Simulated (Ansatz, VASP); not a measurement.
## Hf (Hafnium): VASP beside Ansatz

One calculation is typed for both programs; each brings its own data sets. How far apart do they land? The cell is taken from a series of runs on this material, whose earlier steps may have relaxed, scaled, displaced or heated it; both programs get it as it stands.

Main program and level: Ansatz 0.2.0; plane waves, with VASP 6.6.1 beside it; relaxation of cell and atoms at PBEsol and zone-centre phonons at PBEsol.

## (1) The starting structure

Symmetry: P6_3/mmc, No. 194, hexagonal system. Conventional cell: a = 3.163 Å, b = 3.163 Å, c = 5.005 Å, α = 90.00°, β = 90.00°, γ = 120.00°. Nearest to Hf lie 12 Hf at 3.10 to 3.16 Å.

## (2) Ansatz: relaxation of cell and atoms, PBEsol

Ansatz runs on norm-conserving files, of PseudoDojo where its log says so.

The relaxed volume is the usual yardstick between codes: in a stiff, nearly cubic crystal its relative difference is about their pressure difference at one cell divided by the bulk modulus.

File input.yaml:

```yaml
crystal:
  lattice:
    - [3.1632355105, 0.0, 0.0]
    - [-1.5816177552, 2.7394423102, 0.0]
    - [0.0, 0.0, 5.0048338965]
  atoms:
    - { symbol: Hf, position: [0.3333333333, 0.6666666667, 0.25] }
    - { symbol: Hf, position: [0.6666666667, 0.3333333333, 0.75] }
kpoints:
  mp_grid: { grid: [18, 18, 10] }
hamiltonian:
  xc: pbesol
  pseudopotentials: { kind: nc, accuracy: standard }
scf:
  occupations: { method: methfessel_paxton, width: 0.2 }
output:
  forces: true
  stress: true
  eigenvalues: true
relax:
  adjacent_minimum: "off"
  f_tol: 0.001
  max_steps: 60
  cell: { stress_tol: 0.01 }
```

Run with:

```
$ ansatz run input.yaml --threads 8 --pin off --max-ram 14336MiB --backend cpu --events-out ev --progress --plain --runs-dir out
```

Numbers of over 12 decimals in the logs are rounded to 6 here.

Log:

```text
Engine: ansatz 0.2.0, x86_64-unknown-linux-gnu
Pseudopotentials: kind: nc
Pseudopotential: Hf, nc, valence charge 12, recommended cutoff 789.130201 eV (normal), Hf.nc.azcp (PseudoDojo's, or run here from an input of PseudoDojo's; its table is named by hamiltonian.pseudopotentials.accuracy)
Functional definition: PBEsol
  exchange = pbesol_x
  correlation = pbesol_c
Crystal: 2 atoms, lattice volume = 43.369 Å³
Basis set: ecut = 789.130201 eV, 2213 PW (Γ), exchange–correlation on 60×60×96 points (8 copies of the dense FFT grid, shifted against one another)
Bands: 16, of which v1, the nominal top of the filled ones, is band 12 counted from 1 (11 counted from 0)
Symmetry: 24 space group operations
Space group: P63/mmc (ITA 194), of the structure as read, at distance tolerance 3.5e-5 Å
k-points: 222 of 3240
Non-local potential: Hf, projectors of the file, l = 0: 2, l = 1: 2, l = 2: 2, l = 3: 2
Initial density: superposition of atomic densities (chi_scale 0.1, normalization cell)
Initial wavefunctions: pseudopotential atomic-orbital guess
Functional: x = pbesol(κ = 0.804, μ = 0.123457), c = pbesol(β = 0.046)
SCF iter   1: F=—  HF=-3068.631137 eV  |F-HF|=—  |Δ(HF+E_count)|=         —  Δρ=3.26e-2  dr2=5.46e-1  ethr=3.10e-3  ⟨swp⟩=6.0  Hψ=19018  notcnv=0
preconditioner: auto → none  [metal: Δε(μ)=0.006 eV  Ē_g=4.049 eV  σ=0.200 eV  W_gap=0.03  n_scr=8 (ndim 8)  ℏωp=15.9 eV  f_vac=0.000  D(μ)=1.26/eV (n_scr^D=2)  sad-step TF]
SCF iter   2: F=—  HF=-3068.510732 eV  |F-HF|=—  |Δ(HF+E_count)|=   1.20e-1  S|Δr|=    0.00e0  Δρ=2.09e-2  dr2=2.20e-1  ethr=2.28e-3  ⟨swp⟩=1.5  Hψ=5644  notcnv=0  defer=3
SCF iter   3: F=—  HF=-3068.433416 eV  |F-HF|=—  |Δ(HF+E_count)|=   7.73e-2  S|Δr|=    0.00e0  Δρ=9.57e-4  dr2=1.83e-4  ethr=9.17e-4  ⟨swp⟩=3.0  Hψ=6781  notcnv=0  defer=3
SCF iter   4: F=—  HF=-3068.433302 eV  |F-HF|=—  |Δ(HF+E_count)|=   1.14e-4  S|Δr|=    0.00e0  Δρ=2.68e-4  dr2=8.04e-6  ethr=7.62e-7  ⟨swp⟩=3.0  Hψ=7143  notcnv=0  defer=3
SCF iter   5: F=—  HF=-3068.433304 eV  |F-HF|=—  |Δ(HF+E_count)|=   1.87e-6  S|Δr|=    0.00e0  Δρ=1.61e-5  dr2=6.40e-8  ethr=4.17e-10  ⟨swp⟩=9.4  Hψ=25468  notcnv=0
SCF iter   6: F=-3068.433304 eV  HF=-3068.433304 eV  |F-HF|=5.62e-10  |Δ(HF+E_count)|=   1.35e-8  S|Δr|=    0.00e0  Δρ=2.19e-6  dr2=1.41e-9  ethr=2.67e-10  ⟨swp⟩=3.4  Hψ=16264  notcnv=0
SCF 1 converged in 6 iterations: F = -3068.433304 eV  dr2 = 1.41e-9
relax step   1: F+E_penalty+E_count = -3068.43330411 eV  Δ(F+E_penalty+E_count) = +0.000e0 eV  max|allowed force component| = 4.626e-18 eV/Å  Δτ_max = 0.0000 Å  P = -0.004 GPa  Ω = 43.369 Å³  (6 SCF iters, dr2 threshold 1.00e-7 eV, accepted)
[...]
relax step   2: F+E_penalty+E_count = -3068.43330881 eV  Δ(F+E_penalty+E_count) = -4.693e-6 eV  max|allowed force component| = 1.295e-16 eV/Å  Δτ_max = 0.0000 Å  P = +0.007 GPa  Ω = 43.367 Å³  energy of the carried Pulay correction = +2.751e-7 eV  (3 SCF iters, dr2 threshold 1.00e-8 eV, accepted)
[...]
relax step   3: F+E_penalty+E_count = -3068.43330948 eV  Δ(F+E_penalty+E_count) = -6.731e-7 eV  max|allowed force component| = 8.789e-17 eV/Å  Δτ_max = 0.0000 Å  P = -0.002 GPa  Ω = 43.370 Å³  energy of the carried Pulay correction = -2.003e-8 eV  (2 SCF iters, dr2 threshold 2.52e-9 eV, accepted)
[...]
relax step   4: F+E_penalty+E_count = -3068.43330951 eV  Δ(F+E_penalty+E_count) = -3.442e-8 eV  max|allowed force component| = 7.401e-17 eV/Å  Δτ_max = 0.0000 Å  P = -0.002 GPa  Ω = 43.370 Å³  stress off target by 2.33e-3 GPa  SCF on the basis re-selected at this cell (its energy is not comparable with the rows above)  (4 SCF iters)
basis re-selected at this cell: Δ(F+E_penalty+E_count) = -3.442e-8 eV, ΔP = +0.000 GPa vs the last step (what re-selecting the basis moved, of the pressure what is left beyond the Pulay correction that the steps carried, after the strain that the cell walked since its last selection, with what the two solves' SCF thresholds leave and, on support functions, any second-order correction that the steps lacked; it is no m [...]
SCF converged after 4 iterations
Stability not checked: this state was not tested for a lower state beside it, because cold or Methfessel-Paxton smearing, or corrected tetrahedra, fill the levels in a way that the test cannot read (fill_not_monotonic; see scf.lower_state_search)
Free energy (F): -3068.433310 eV
Harris-Foulkes:  -3068.433310 eV  (|F-HF|=0.00e0)
Internal energy: -3068.437399 eV  (E = F + TS)
E sigma→0 (E₀):  -3068.434332 eV
Entropy (-TS):   0.004090 eV (2.045 meV/atom)
Fermi energy:    15.004983 eV
--- Per-component energies (eV) ---
  E_band       = -270.257466
  E_kinetic    = 789.226632
  E_local      = -1459.296333  (includes V_loc(G=0)·N_el)
  E_nonlocal   = 142.500784
  E_hartree    = 376.840065
  E_xc         = -770.454083
  E_vxc        = -496.368673  (∫ρ·V_xc dr)
  E_ewald      = -2147.254464
  E_smearing   = 0.004090  (= −TS)
  E_closure    = -0.000000  (closes the sum)
  Σ components = -3068.433310   (vs F -3068.433310, Δ=0.00e0)
--- Forces (eV/Å), atoms counted from 1 ---
  atom   1  Hf    -0.00000000     0.00000000     0.00000000
  atom   2  Hf     0.00000000    -0.00000000     0.00000000
  max |Σ_I F_I| component: 0.00e0 eV/Å
--- Stress (GPa, compression-positive) ---
       -0.002274       0.000000       0.000000
        0.000000      -0.002274       0.000000
        0.000000       0.000000      -0.002331
  P = ⅓ Tr σ = -0.0023 GPa (-0.023 kbar)
--- Band table (eV; the first three rows and the last of 222) ---
  k-point 0: bands = [... 8 lower, 7.4907, 11.1699, 15.7623, 16.1580, 16.1580, 16.4565, 17.0164, 17.0164]
  k-point 1: bands = [... 8 lower, 7.5869, 11.1284, 15.6134, 16.0987, 16.0987, 16.3721, 16.9342, 16.9342]
  k-point 2: bands = [... 8 lower, 7.8686, 10.9766, 15.2879, 15.9905, 15.9905, 16.1367, 16.7257, 16.7257]
  k-point 221: bands = [... 8 lower, 13.1491, 13.1491, 13.4812, 13.4812, 14.8331, 14.8331, 17.5546, 17.5546]
--- Relaxed structure (3 steps of the walk, 3 accepted, 1 SCFs on fresh bases) ---
  F+E_penalty+E_count = -3068.43330951 eV   max|allowed force component| = 7.401e-17 eV/Å   (the final SCF, on the basis selected at the relaxed cell)
  cell:  # Å, volume = 43.3698 Å³
    - [3.163957, -2.8874204334741637e-11, 0.0]
    - [-1.581978, 2.740067, 0.0]
    - [0.0, 0.0, 5.002596]
  atoms:
    - { symbol: Hf, position: [0.333333, 0.666667, 0.25] }
    - { symbol: Hf, position: [0.666667, 0.333333, 0.75] }
```

In the SCF lines HF is the Harris–Foulkes energy and dr2 the Hartree energy of the density residual, in eV; the loop may stop once dr2 is under the threshold and the program's other checks hold. Hψ counts applications of the Hamiltonian.

## (3) VASP: relaxation of cell and atoms, PBEsol

The same cell, functional, mesh and smearing now go to VASP, with its own data sets.

Lines of VASP's logs that name or quote its potential files are left out, and so is its time.

File INCAR:

```
SYSTEM = Hf
PREC = Accurate
ENCUT = 500
EDIFF = 1E-07
NELM = 120
ISMEAR = 1
SIGMA = 0.2
LREAL = .FALSE.
ALGO = Normal
GGA = PS
NBANDS = 16
LASPH = .TRUE.
LORBIT = 11
LWAVE = .FALSE.
LCHARG = .FALSE.
ISIF = 3
IBRION = 2
NSW = 80
EDIFFG = -0.005
GGA_COMPAT = .FALSE.
NELMIN = 4
KPAR = 2
```

File POSCAR:

```
Hf
1.0
    3.1632360000      0.0000000000      0.0000000000
   -1.5816180000      2.7394420000      0.0000000000
    0.0000000000      0.0000000000      5.0048340000
Hf
2
Direct
    0.3333333942      0.6666667883      0.2499999001
    0.6666666058      0.3333332117      0.7499999001
```

File KPOINTS:

```
Automatic mesh
0
Gamma
18 18 10
0 0 0
```

Potentials, in the order of the species: Hf_pv (PBE family, release 64).

Run with:

```
$ mpirun -np 2 vasp_std
```

Log:

```text
[banner, memory and clock lines left out]
running    2 mpi-ranks, on    1 nodes
 distrk:  each k-point on    1 cores,    2 groups
 distr:  one band on    1 cores,    1 groups

 POSCAR found type information on POSCAR Hf
 POSCAR found :  1 types and       2 ions
|                                                                             |
|               ----> ADVICE to this user running VASP <----                  |
|                                                                             |
|     You enforced a specific xc type in the INCAR file but a different       |
|     [... a line on the potential file left out ...]
|     I HOPE YOU KNOW WHAT YOU ARE DOING!                                     |
|                                                                             |

 LDA part: xc-table for (Slater+PW92), standard interpolation
 POSCAR, INCAR and KPOINTS ok, starting setup
 FFT: planning ... GRIDC
 FFT: planning ... GRID_SOFT
 FFT: planning ... GRID
 WAVECAR not read
 entering main loop
       N       E                     dE             d eps       ncg     rms          rms(c)
DAV:   1     0.461946579040E+02    0.46195E+02   -0.11322E+04  7136   0.116E+03
DAV:   2    -0.201774939182E+02   -0.66372E+02   -0.64906E+02  9400   0.250E+02
DAV:   3    -0.217539642454E+02   -0.15765E+01   -0.15695E+01  9464   0.265E+01
DAV:   4    -0.217657743857E+02   -0.11810E-01   -0.11807E-01  8760   0.281E+00
DAV:   5    -0.217659192978E+02   -0.14491E-03   -0.14490E-03  9400   0.257E-01    0.669E+01
DAV:   6    -0.212107407622E+02    0.55518E+00   -0.50183E-01  8464   0.471E+00    0.396E+01
DAV:   7    -0.210150962680E+02    0.19564E+00   -0.83031E-01  8752   0.583E+00    0.187E+00
DAV:   8    -0.210048413503E+02    0.10255E-01   -0.52491E-02  8176   0.158E+00    0.361E-01
DAV:   9    -0.210049433201E+02   -0.10197E-03   -0.11182E-03  9792   0.245E-01    0.194E-01
DAV:  10    -0.210049343281E+02    0.89921E-05   -0.47649E-05  8440   0.497E-02    0.211E-01
DAV:  11    -0.210049352510E+02   -0.92292E-06   -0.50656E-06  9520   0.162E-02    0.117E-02
DAV:  12    -0.210049353382E+02   -0.87162E-07   -0.42909E-07  8376   0.450E-03
   1 F= -.21004935E+02 E0= -.21006304E+02  d E =-.210049E+02
 curvature:   0.00 expect dE= 0.000E+00 dE for cont linesearch  0.000E+00
 trial: gam= 0.00000 g(F)=  0.226E-41 g(S)=  0.351E-02 ort = 0.000E+00 (trialstep = 0.100E+01)
 search vector abs. value=  0.351E-02
 bond charge predicted
       N       E                     dE             d eps       ncg     rms          rms(c)
DAV:   1    -0.210257531466E+02   -0.20818E-01   -0.52627E-01  7104   0.564E+00    0.172E+00
DAV:   2    -0.210099776414E+02    0.15776E-01   -0.31426E-02  7280   0.133E+00    0.478E-01
DAV:   3    -0.210050792381E+02    0.48984E-02   -0.92928E-03  7744   0.666E-01    0.244E-01
DAV:   4    -0.210045349156E+02    0.54432E-03   -0.12168E-03  9072   0.249E-01    0.203E-01
DAV:   5    -0.210044977739E+02    0.37142E-04   -0.11405E-04  9432   0.593E-02    0.338E-02
DAV:   6    -0.210044994347E+02   -0.16608E-05   -0.35660E-06  9272   0.117E-02    0.117E-02
DAV:   7    -0.210044991156E+02    0.31914E-06   -0.10346E-07  6712   0.220E-03    0.210E-03
DAV:   8    -0.210044991176E+02   -0.20059E-08   -0.82958E-09  4384   0.595E-04
   2 F= -.21004499E+02 E0= -.21005810E+02  d E =0.436221E-03
 trial-energy change:    0.000436  1 .order    0.000450   -0.003510    0.004410
 step:   0.4457(harm=  0.4432)  dis= 0.00000  next Energy=   -21.005719 (dE=-0.783E-03)
 bond charge predicted
       N       E                     dE             d eps       ncg     rms          rms(c)
DAV:   1    -0.210122514329E+02   -0.77523E-02   -0.16163E-01  7104   0.312E+00    0.972E-01
DAV:   2    -0.210074128291E+02    0.48386E-02   -0.97954E-03  7264   0.738E-01    0.265E-01
DAV:   3    -0.210059185184E+02    0.14943E-02   -0.27702E-03  7728   0.361E-01    0.131E-01
DAV:   4    -0.210057368290E+02    0.18169E-03   -0.40361E-04  8944   0.143E-01    0.107E-01
DAV:   5    -0.210057190680E+02    0.17761E-04   -0.34239E-05  9432   0.324E-02    0.186E-02
DAV:   6    -0.210057188451E+02    0.22288E-06   -0.10991E-06  9160   0.653E-03    0.679E-03
DAV:   7    -0.210057188612E+02   -0.16051E-07   -0.33975E-08  5112   0.130E-03
   3 F= -.21005719E+02 E0= -.21007064E+02  d E =-.783523E-03
 curvature:  -0.22 expect dE=-0.616E-06 dE for cont linesearch -0.301E-09
 trial: gam= 0.00017 g(F)=  0.101E-41 g(S)=  0.278E-05 ort = 0.218E-05 (trialstep = 0.889E+00)
 search vector abs. value=  0.278E-05
 reached required accuracy - stopping structural energy minimisation
```

Parts of OUTCAR (step 3):

```text
ion  position               nearest neighbor table
   1  0.333  0.667  0.250-   2 3.10   2 3.10   2 3.10   2 3.10   2 3.10   2 3.10
   2  0.667  0.333  0.750-   1 3.10   1 3.10   1 3.10   1 3.10   1 3.10   1 3.10

  LATTYP: Found a hexagonal cell.
 ALAT       =     3.1632360000
 C/A-ratio  =     1.5821879872

 Subroutine GETGRP returns: Found 24 space group operations
 (whereof 12 operations were pure point group operations)

The static configuration has the point symmetry D_3d.
 The point group associated with its full space group is D_6h.

 Found    222 irreducible k-points:

   k-points           NKPTS =    222   k-points in BZ     NKDIM =    222   number of bands    NBANDS=     16

   dimension x,y,z NGX =    24 NGY =   24 NGZ =   36
   dimension x,y,z NGXF=    48 NGYF=   48 NGZF=   72

   ENCUT  =  500.0 eV  36.75 Ry    6.06 a.u.   5.77  5.77  9.12*2*pi/ulx,y,z

   NELECT =      20.0000    total number of electrons

 k-points in reciprocal lattice and weights: Automatic mesh
   0.00000000  0.00000000  0.00000000       0.000
   0.05555556 -0.00000000  0.00000000       0.002
   0.11111111 -0.00000000  0.00000000       0.002
   0.16666667 -0.00000000  0.00000000       0.002
   0.22222222 -0.00000000  0.00000000       0.002
   0.27777778 -0.00000000  0.00000000       0.002
   0.33333333  0.00000000  0.00000000       0.002
   0.38888889 -0.00000000  0.00000000       0.002
   0.44444444 -0.00000000  0.00000000       0.002
[...]
0.33333333  0.27777778  0.50000000       0.004
   0.33333333  0.33333333  0.50000000       0.001

 average (electrostatic) potential at core
       1 -36.7851       2 -36.7851

 E-fermi :   5.0445

 k-point     1 :       0.0000    0.0000    0.0000
  band No.  band energies     occupation
    ...
      4     -24.9909      2.00000
      5     -24.9883      2.00000
      6     -24.9883      2.00000
      7      -2.4921      2.00000
      8       1.1899      2.00000
      9       5.8398     -0.00000
     10       6.1995     -0.00000
     11       6.1995     -0.00000
     12       6.4969     -0.00000
     13       7.0643     -0.00000
    ...

 k-point     2 :       0.0556   -0.0000    0.0000
  band No.  band energies     occupation
    ...
      4     -25.0094      2.00000
      5     -24.9951      2.00000
      6     -24.9909      2.00000
      7      -2.3936      2.00000
      8       1.2875      2.00000
      9       5.6976     -0.00004
     10       5.9022     -0.00000
     11       6.2921     -0.00000
     12       6.7332     -0.00000
     13       6.9563     -0.00000
    ...

 k-point     3 :       0.1111   -0.0000    0.0000
  band No.  band energies     occupation
    ...
      4     -25.0692      2.00000
      5     -25.0077      2.00000
      6     -24.9986      2.00000
      7      -2.1048      2.00000
      8       1.5667      2.00000
      9       5.3131     -0.06728
     10       5.4370     -0.01804
     11       6.5676     -0.00000
     12       6.6452     -0.00000
     13       7.0907     -0.00000
    ...

  Total        0.0047973      0.0047973     -0.0083145     -0.0000000      0.0000000     -0.0000000
  in kB        0.1784854      0.1784853     -0.3093406     -0.0000000      0.0000000     -0.0000000
  external PRESSURE =       0.0158767 kB  Pullay stress =       0.0000000 kB

  energy-cutoff  :      500.00
  volume of cell :       43.06
      direct lattice vectors                 reciprocal lattice vectors
     3.156258132 -0.000000000  0.000000000     0.316830867  0.182922435 -0.000000000
    -1.578129066  2.733398994 -0.000000000     0.000000000  0.365844870 -0.000000000
     0.000000000  0.000000000  4.991507653    -0.000000000  0.000000000  0.200340272

 POSITION                                       TOTAL-FORCE (eV/Angst)
 -----------------------------------------------------------------------------------
      0.00000      1.82227      1.24788        -0.000000     -0.000000      0.000000
      1.57813      0.91113      3.74363         0.000000      0.000000      0.000000
 -----------------------------------------------------------------------------------
    total drift:                                0.000000      0.000014      0.000149

  FREE ENERGIE OF THE ION-ELECTRON SYSTEM (eV)
  ---------------------------------------------------
  free  energy   TOTEN  =       -21.0057188612 eV

  energy  without entropy=      -21.0097531981  energy(sigma->0) =      -21.00706364

 reached required accuracy - stopping structural energy minimisation

 total charge
# of ion       s       p       d       tot
------------------------------------------
    1        0.402   6.403   1.601   8.406
    2        0.402   6.403   1.601   8.406
--------------------------------------------------
tot          0.804  12.806   3.202  16.812

[... 3 further parts left out ...]
```

Harder data sets than Hf_pv exist (the GW ones), and pressures, volumes and forces can shift noticeably with them. The run keeps the 24 symmetry operations of its start, so it cannot find a distortion of lower symmetry.

## (4) Differences

Known differences besides the potentials themselves: the data sets hold 24 valence electrons in Ansatz (on norm-conserving files, of PseudoDojo where its log says so) and 20 in VASP; the cutoff is 789.13 eV in Ansatz and 500 eV in VASP; Ansatz adds a Pulay correction to the stress that steers its cell, VASP none. Total energies have different zeros and are not compared.

Compared:

| quantity | Ansatz | VASP | difference |
| --- | --- | --- | --- |
| volume (Å³) | 43.37 | 43.06 | +0.71 % |
| edge a after relaxation, in the typed setting (Å) | 3.164 | 3.156 | +0.24 % |
| edge c after relaxation, in the typed setting (Å) | 5.003 | 4.992 | +0.22 % |

(Continued in part 2 of 2.)

[Lines on the potential files, build, host, timing and source positions are cut from VASP's logs without a mark.]

[Logs are printed without paths, hosts, clocks, repeated set-up lines and the standing remarks that a program may print on its own settings, such as how far it seeks lower states.]

[Hosts, paths, dates, database ids (printed as entryN), source tags and the programs' standing remarks are cut or masked in the printed files.]
